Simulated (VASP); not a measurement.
# Mg6CoSb (Amm2) in VASP: reference runs

Reference runs on Mg6CoSb: the cell as given and a disturbed copy.

Program: VASP 6.6.1. These are calculated values, not measurements. Logs are shortened: lines on timing, memory, paths and dates and some standing lists are left out, and cuts for length are marked.

### Step 1. Starting point

Symmetry: Amm2, No. 38, orthorhombic system. Conventional cell: a = 4.881 Å, b = 6.227 Å, c = 10.655 Å, α = 90.00°, β = 90.00°, γ = 90.00°. Sb (site symmetry mm2) is surrounded by 10 Mg at 2.94 to 3.23 Å and 2 Co at 3.04 Å. Co (site symmetry mm2) has 10 Mg at 2.94 to 3.23 Å and 2 Sb at 3.04 Å as nearest neighbours. Mg (site symmetry mm2) is surrounded by 10 Mg at 3.01 to 3.12 Å and 2 Sb at 3.11 Å. Mg (site symmetry m) has 2 Sb at 2.94 to 3.23 Å and 8 Mg at 2.94 to 3.28 Å and 2 Co at 2.94 Å as nearest neighbours. Around Mg (site symmetry mm2) lie 10 Mg at 3.01 to 3.10 Å and 2 Co at 3.11 Å. Around Mg (site symmetry m) lie 2 Co at 2.94 to 3.23 Å and 8 Mg at 3.01 to 3.22 Å and 2 Sb at 3.09 Å.

The cell comes from a database or a generator and needn't be the stable form of this composition.

### Step 2. Single point, PBE, collinear spin, ferromagnetic start

INCAR

```
SYSTEM = Mg6CoSb
ALGO = Normal
EDIFF = 1E-7
ENCUT = 520
GGA = PE
ISIF = 2
ISMEAR = -1
ISPIN = 2
LASPH = .TRUE.
LCHARG = .FALSE.
LMAXMIX = 4
LORBIT = 11
LREAL = .FALSE.
LWAVE = .FALSE.
MAGMOM = 0 2 0 0 0 0 0 0
NBANDS = 27
NELM = 100
PREC = Accurate
SIGMA = 0.05
```

KPOINTS

```
k-points
0
G
  6 5 5
  0 0 0
```

POSCAR

```
Mg6CoSb
1.0
    4.8811520000      0.0000000000      0.0000000000
    0.0000000000      3.1136065000      5.3272715000
    0.0000000000     -3.1136065000      5.3272715000
Sb Co Mg
1 1 6
Direct
    0.5000000000      0.6727890000      0.6727890000
    0.0000000000      0.8421750000      0.8421750000
    0.5000000000      0.1692510000      0.1692510000
    0.5000000000      0.6749950000      0.1474850000
    0.5000000000      0.1474850000      0.6749950000
    0.0000000000      0.3340140000      0.3340140000
    0.0000000000      0.8379730000      0.3213170000
    0.0000000000      0.3213170000      0.8379730000
```

Potentials or basis: VASP PAW PBE potentials, release 64 (Sb, Co, Mg).

On the command line:

```
cat potpaw_PBE.64/Sb/POTCAR potpaw_PBE.64/Co/POTCAR potpaw_PBE.64/Mg/POTCAR > POTCAR
mpirun -np 1 vasp_std > vasp.out
```

OUTCAR:

```text
SYSTEM = Mg6CoSb
   EDIFF = 1E-7
   ENCUT = 520
   GGA = PE
   ISIF = 2
   ISMEAR = -1
   ISPIN = 2
   LASPH = .TRUE.
   LORBIT = 11
   LREAL = .FALSE.
   NELM = 100
   PREC = Accurate

 ion  position               nearest neighbor table
   1  0.500  0.673  0.673-   4 2.94   5 2.94   2 3.04   2 3.04   8 3.09   7 3.09   7 3.09   8 3.09
                             3 3.11   3 3.11   5 3.23   4 3.23
   2  0.000  0.842  0.842-   4 2.94   5 2.94   4 2.94   5 2.94   7 2.94   8 2.94   1 3.04   1 3.04
                             6 3.11   6 3.11   8 3.23   7 3.23
   3  0.500  0.169  0.169-   6 3.01   6 3.01   8 3.02   7 3.02   7 3.02   8 3.02   4 3.06   5 3.06
                             1 3.11   1 3.11   4 3.12   5 3.12
   4  0.500  0.675  0.147-   1 2.94   5 2.94   2 2.94   2 2.94   7 3.03   7 3.03   6 3.05   6 3.05
                             3 3.06   3 3.12   1 3.23   5 3.28
   5  0.500  0.147  0.675-   1 2.94   4 2.94   2 2.94   2 2.94   8 3.03   8 3.03   6 3.05   6 3.05
                             3 3.06   3 3.12   1 3.23   4 3.28
   6  0.000  0.334  0.334-   3 3.01   3 3.01   5 3.05   4 3.05   4 3.05   5 3.05   7 3.07   8 3.07
                             8 3.10   7 3.10   2 3.11   2 3.11
   7  0.000  0.838  0.321-   2 2.94   8 3.01   3 3.02   3 3.02   4 3.03   4 3.03   6 3.07   1 3.09
                             1 3.09   6 3.10   8 3.22   2 3.23
   8  0.000  0.321  0.838-   2 2.94   7 3.01   3 3.02   3 3.02   5 3.03   5 3.03   6 3.07   1 3.09
                             1 3.09   6 3.10   7 3.22   2 3.23

  LATTYP: Found a base centered orthorhombic cell.
 ALAT       =     6.2272130000
 B/A-ratio  =     1.7109649212
 C/A-ratio  =     0.7838421458

  Lattice vectors:

 A1 = (   0.0000000000,   3.1136065000,  -5.3272715000)
 A2 = (   0.0000000000,   3.1136065000,   5.3272715000)
 A3 = (   4.8811520000,   0.0000000000,   0.0000000000)

Analysis of symmetry for initial positions (statically):
=====================================================================
 Subroutine PRICEL returns:
 Original cell was already a primitive cell.

 Routine SETGRP: Setting up the symmetry group for a
 base centered orthorhombic supercell.

 Subroutine GETGRP returns: Found  4 space group operations
 (whereof  4 operations were pure point group operations)
 out of a pool of  8 trial point group operations.

The static configuration has the point symmetry C_2v.

Analysis of symmetry for dynamics (positions and initial velocities):
=====================================================================
 Subroutine PRICEL returns:
 Original cell was already a primitive cell.

 Routine SETGRP: Setting up the symmetry group for a
 base centered orthorhombic supercell.

 Subroutine GETGRP returns: Found  4 space group operations
 (whereof  4 operations were pure point group operations)
 out of a pool of  8 trial point group operations.

The dynamic configuration has the point symmetry C_2v.

Analysis of structural, dynamic, and magnetic symmetry:
=====================================================================
 Subroutine PRICEL returns:
 Original cell was already a primitive cell.

 Routine SETGRP: Setting up the symmetry group for a
 base centered orthorhombic supercell.

 Subroutine GETGRP returns: Found  4 space group operations
 (whereof  4 operations were pure point group operations)
 out of a pool of  8 trial point group operations.

The overall configuration has the point symmetry C_2v.

 Subroutine INISYM returns: Found  4 space group operations
 (whereof  4 operations are pure point group operations),
 and found     1 'primitive' translations

----------------------------------------------------------------------------------------

                                     Primitive cell

  volume of cell :     161.9276

  direct lattice vectors                    reciprocal lattice vectors
     4.881152000  0.000000000  0.000000000     0.204869670  0.000000000  0.000000000
     0.000000000  3.113606500  5.327271500     0.000000000  0.160585482  0.093856677
     0.000000000 -3.113606500  5.327271500     0.000000000 -0.160585482  0.093856677

  length of vectors
     4.881152000  6.170443021  6.170443021     0.204869670  0.186002077  0.186002077

  position of ions in fractional coordinates (direct lattice)
     0.500000000  0.672789000  0.672789000
     0.000000000  0.842175000  0.842175000
     0.500000000  0.169251000  0.169251000
     0.500000000  0.674995000  0.147485000
     0.500000000  0.147485000  0.674995000
[... 78 lines left out ...]
   ISTART =      0    job   : 0-new  1-cont  2-samecut
   ICHARG =      2    charge: 1-file 2-atom 10-const
   ISPIN  =      2    spin polarized calculation?
   LNONCOLLINEAR =      F non collinear calculations
   LSORBIT =      F    spin-orbit coupling
   LASPH  =      T    aspherical Exc in radial PAW
   ENCUT  =  520.0 eV  38.22 Ry    6.18 a.u.   9.08 11.47 11.47*2*pi/ulx,y,z
   NELM   =    100;   NELMIN=  2; NELMDL= -5     # of ELM steps
   EDIFF  = 0.1E-06   stopping-criterion for ELM
   LREAL  =      F    real-space projection
   EDIFFG = 0.1E-05   stopping-criterion for IOM
   NSW    =      0    number of steps for IOM
   IBRION =     -1    ionic relax: 0-MD 1-quasi-New 2-CG
   NFREE  =      0    steps in history (QN), initial steepest desc. (CG)
   ISIF   =      2    stress and relaxation
   ISYM   =      2    0-nonsym 1-usesym 2-fastsym
   POTIM  = 0.5000    time-step for ionic-motion
   TEBEG  =    0.0;   TEEND  =   0.0 temperature during run
   PSTRESS=    0.0 pullay stress
   NELECT =      26.0000    total number of electrons
   NUPDOWN=      -1.0000    fix difference up-down
   EMIN   =  10.00;   EMAX   =-10.00  energy-range for DOS
   EFERMI =   0.00;   METHOD = LEGACY
   ISMEAR =    -1;   SIGMA  =   0.05  broadening in eV -4-tet -1-fermi 0-gaus
   EFERMI_NEDOS =   21; number of points for ismear=-14 and -15
   IALGO  =     38    algorithm
   IMIX   =      4    mixing-type and parameters
     AMIX     =   0.40;   BMIX     =  1.00
     AMIX_MAG =   1.60;   BMIX_MAG =  1.00
  volume/ion in A,a.u.               =      20.24       136.59
  Fermi-wavevector in a.u.,A,eV,Ry     =   0.889800  1.681478 10.772328  0.791744
  Thomas-Fermi vector in A             =   2.011407
   LORBIT       =     11    0 simple, 1 ext, 2 COOP (PROOUT), +10 PAW based schemes
   GGA     = PE    functional components
   LHFCALC =     F    Hartree Fock is set to
   AEXX    =    0.0000 exact exchange contribution
   IVDW    =     0    specifies the selected vdW correction
   LEPSILON=     F    determine dielectric tensor
   LRPA    =     F    only Hartree local field effects (RPA)
 spin polarized calculation
  energy-cutoff  :      520.00
  volume of cell :      161.93
 maximum number of plane-waves:      4387
   NGX = 19   NGY = 23   NGZ = 23

 number of electron      26.0000002 magnetization       0.9376508

 Free energy of the ion-electron system (eV)
  ---------------------------------------------------
  ext. energy  EPLUGINS =         0.00000000
  ---------------------------------------------------
  free energy    TOTEN  =       -19.83519879 eV

  energy without entropy =      -19.79781382  energy(sigma->0) =      -19.81650631

 E-fermi :   4.4972     XC(G=0):  -9.3700

 val. band max:        4.4827234266   @ k =   0.1667   0.4000   0.4000
 cond. band min:       4.5016190695   @ k =   0.3333   0.4000   0.4000
 fundamental gap:      0.0188956429
 Fermi energy:         4.4972367567

 spin component 1

 k-point     1 :       0.0000    0.0000    0.0000
  band No.  band energies     occupation
      1      -5.7663      1.00000
      2      -0.8484      1.00000
      3       0.4777      1.00000
      4       0.4797      1.00000
      5       1.5282      1.00000
      6       1.9516      1.00000
[... 661 lines left out ...]
     24       9.7711      0.00000
     25      10.3943      0.00000

 [... further k-points ...]

 spin component 2

 k-point     1 :       0.0000    0.0000    0.0000
  band No.  band energies     occupation
      1      -5.7732      1.00000
      2      -0.8638      1.00000
      3       0.4777      1.00000
      4       0.5088      1.00000
      5       1.5746      1.00000
      6       2.0623      1.00000
[... 661 lines left out ...]
     24       9.7611      0.00000
     25      10.4164      0.00000

 [... further k-points ...]

 [bands above 25 left out]

------------------------ aborting loop because EDIFF is reached ----------------------------------------

  FORCE on cell =-STRESS in cart. coord.  units (eV):
  Direction    XX          YY          ZZ          XY          YZ          ZX
  --------------------------------------------------------------------------------------
  -------------------------------------------------------------------------------------
  Total        0.0151198      0.3178958      0.1799318      0.0000000      0.0000000      0.0000000
  in kB        0.1496019      3.1453898      1.7803187      0.0000000      0.0000000      0.0000000
  external PRESSURE =       1.6917701 kB  Pullay stress =       0.0000000 kB

 VOLUME and BASIS-vectors are now :
 -----------------------------------------------------------------------------
  energy-cutoff  :      520.00
  volume of cell :      161.93
      direct lattice vectors                 reciprocal lattice vectors
     4.881152000  0.000000000  0.000000000     0.204869670  0.000000000  0.000000000
     0.000000000  3.113606500  5.327271500     0.000000000  0.160585482  0.093856677
     0.000000000 -3.113606500  5.327271500     0.000000000 -0.160585482  0.093856677

 POSITION                                       TOTAL-FORCE (eV/Angst)
 -----------------------------------------------------------------------------------
      2.44058      0.00000      7.16826         0.000000      0.000000     -0.014205
      0.00000      0.00000      8.97299         0.000000      0.000000      0.087911
      2.44058      0.00000      1.80329         0.000000      0.000000     -0.004775
      2.44058      1.64246      4.38157         0.000000      0.003210     -0.023881
      2.44058     -1.64246      4.38157         0.000000     -0.003210     -0.023881
      0.00000      0.00000      3.55877         0.000000      0.000000     -0.005548
      0.00000      1.60866      6.17585         0.000000      0.017876     -0.007810
      0.00000     -1.60866      6.17585         0.000000     -0.017876     -0.007810
 -----------------------------------------------------------------------------------
    total drift:                                0.000000      0.000000     -0.000321

  FREE ENERGIE OF THE ION-ELECTRON SYSTEM (eV)
  ---------------------------------------------------
  free  energy   TOTEN  =       -19.8351987909 eV

  energy  without entropy=      -19.7978138247  energy(sigma->0) =      -19.81650631

 total charge

# of ion       s       p       d       tot
------------------------------------------
    1        1.157   1.259   0.039   2.455
    2        0.338   0.221   7.329   7.887
    3        0.222   0.140   0.019   0.381
    4        0.201   0.141   0.020   0.362
    5        0.201   0.141   0.020   0.362
    6        0.207   0.150   0.013   0.370
    7        0.201   0.137   0.019   0.356
    8        0.201   0.137   0.019   0.356
--------------------------------------------------
tot          2.727   2.326   7.477  12.530

 magnetization (x)

# of ion       s       p       d       tot
------------------------------------------
    1        0.008  -0.003  -0.002   0.004
    2        0.011  -0.001   1.096   1.106
    3        0.001   0.005  -0.000   0.005
    4       -0.004  -0.004  -0.001  -0.008
    5       -0.004  -0.004  -0.001  -0.008
    6       -0.002  -0.004  -0.000  -0.007
    7       -0.002  -0.002  -0.001  -0.005
    8       -0.002  -0.002  -0.001  -0.005
--------------------------------------------------
tot          0.006  -0.014   1.091   1.083
```

Run time: 6.7 min. Hardware: 1 thread of Intel Xeon Platinum 8375C at 2.90GHz (Ice Lake), shared host; peak memory 0.51 GiB.

Results:

```yaml
Free_energy: -19.8352 eV
Pressure: 0.2 GPa
Largest_force: 0.088 eV/Å
Band_gap_on_the_k_mesh: none (metal or under the smearing width)
Net_moment: 0.94 μB per cell
Site_moments: Sb +0.00; Co +1.11; Mg +0.01, -0.01 μB
Valence_electrons_inside_the_program's_atomic_spheres: Sb 2.46; Co 7.89; Mg 0.38, 0.36, 0.37
```

Forces in eV/Å, atoms in the order of the input:
```
Sb   0.000  0.000 -0.014
Co   0.000  0.000  0.088
Mg   0.000  0.000 -0.005
Mg   0.000  0.003 -0.024
Mg   0.000 -0.003 -0.024
Mg   0.000  0.000 -0.006
Mg   0.000  0.018 -0.008
Mg   0.000 -0.018 -0.008
```

Caveat: a cell with one magnetic atom can't hold antiferromagnetic order, which such compounds often take.

### Step 3. Single point, PBE, collinear spin, ferromagnetic start (atoms moved at random, drawn with an rms of 0.05 Å)

INCAR

```
  PREC = Accurate
  ENCUT = 520
  EDIFF = 1E-7
  ISMEAR = -1
  SIGMA = 0.05
  LREAL = False
  LASPH = True
  NELM = 150
  ALGO = Normal
  ISIF = 2
  LWAVE = False
  LCHARG = True
  ISPIN = 2
  MAGMOM = 0 2 0 0 0 0 0 0
  LORBIT = 11
  LMAXMIX = 4
  GGA = PE
  LELF = True
  LVHAR = True
  NBANDS = 27
```

KPOINTS

```
Automatic mesh
0
Gamma
  6 5 5
```

POSCAR

```
Mg6CoSb
1.0
    4.8811520000      0.0000000000      0.0000000000
    0.0000000000      3.1136065000      5.3272715000
    0.0000000000     -3.1136065000      5.3272715000
Sb Co Mg
1 1 6
Direct
    0.5072500000      0.6645030000      0.6786990000
    0.0036810000      0.8466370000      0.8371700000
    0.5124530000      0.1681750000      0.1706360000
    0.5006140000      0.6811450000      0.1452190000
    0.5090670000      0.1481300000      0.6746310000
   -0.0059670000      0.3396590000      0.3239300000
   -0.0043000000      0.8374770000      0.3224720000
    0.0093970000      0.3141350000      0.8406040000
```

Potentials or basis: VASP PAW PBE potentials, release 64 (Sb, Co, Mg).

On the command line:

```
cat potpaw_PBE.64/Sb/POTCAR potpaw_PBE.64/Co/POTCAR potpaw_PBE.64/Mg/POTCAR > POTCAR
mpirun -np 1 vasp_std > vasp.out
```

It took 17 min on 1 thread of Intel Xeon Platinum 8375C at 2.90GHz (Ice Lake), shared host; peak memory 0.7 GiB.

The run converged. Its results:

```yaml
Free_energy: -19.8070 eV
Pressure: 0.2 GPa
Largest_force: 0.324 eV/Å
Band_gap_on_the_k_mesh: none (metal or under the smearing width)
Net_moment: 0.96 μB per cell
Site_moments: Sb +0.00; Co +1.12; Mg +0.01, -0.01, -0.00 μB
Valence_electrons_inside_the_program's_atomic_spheres: Sb 2.45; Co 7.89; Mg 0.38, 0.36, 0.37
```

Forces on the atoms (eV/Å):
```
Sb  -0.047  0.185  0.032
Co  -0.010 -0.080  0.086
Mg  -0.286 -0.022  0.018
Mg  -0.091 -0.062 -0.071
Mg  -0.095  0.042 -0.125
Mg   0.295 -0.083  0.104
Mg   0.219 -0.042  0.036
Mg   0.014  0.062 -0.080
```

Stress tensor (GPa, compression positive):
```
0.10 0.00 0.00
0.00 0.37 0.00
0.00 0.00 0.27
```

Levels at points of the mesh, in eV from the Fermi level:
Spin up:
```tsv
k point	band 10	band 11	band 12	band 13	band 14	band 15	band 16	band 17	band 18	band 19
(0.00, 0.00, 0.00)	-1.66	-1.41	-1.07	-1.05	-0.29	1.39	2.64	2.87	2.90	3.05
(0.50, 0.00, 0.00)	-1.66	-1.41	-1.06	-0.86	-0.66	-0.27	-0.18	0.42	0.44	0.48
```
Spin down:
```
           k point  band 11  band 12  band 13  band 14  band 15  band 16
(0.00, 0.00, 0.00)    -0.66    -0.29    -0.06     0.24     1.61     2.66
(0.50, 0.00, 0.00)    -0.94    -0.81    -0.75    -0.55     0.12     0.47
```

Caveat: a cell with one magnetic atom can't hold antiferromagnetic order, which such compounds often take. The run has no spin-orbit coupling, so splittings on Sb are missing.
